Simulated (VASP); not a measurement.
Energy against volume of MoSi2 (MoSi2 type). All values below come from revPBE GGA, VASP's PBE PAW potentials (set 64) (plane waves; VASP 6.6.1). Settings: 520 eV cut-off, 13×13×13 Γ-centred mesh, first-order Methfessel-Paxton smearing of 0.10 eV, potentials Si Mo_sv.

Shape and ions are relaxed at each volume.

```
V (Å³/atom)  E (eV/atom)
-----------  -----------
13.289          -7.43681
13.700          -7.44495
14.111          -7.43768
14.522          -7.41736
```

Fit these four points and predict the energy of the run at 12.878 Å³/atom.

A cubic in V^(−2/3), the third-order Birch-Murnaghan form, passes through the four points with V0 = 13.70 Å³/atom and B0 = 200 GPa, and gives -7.4105 eV/atom there. The run gave -7.4105 eV/atom, -0.0 meV/atom from the fit; all five points give B0 = 200 GPa.

The compound is MoSi2 in the MoSi2 type structure. It was relaxed first.
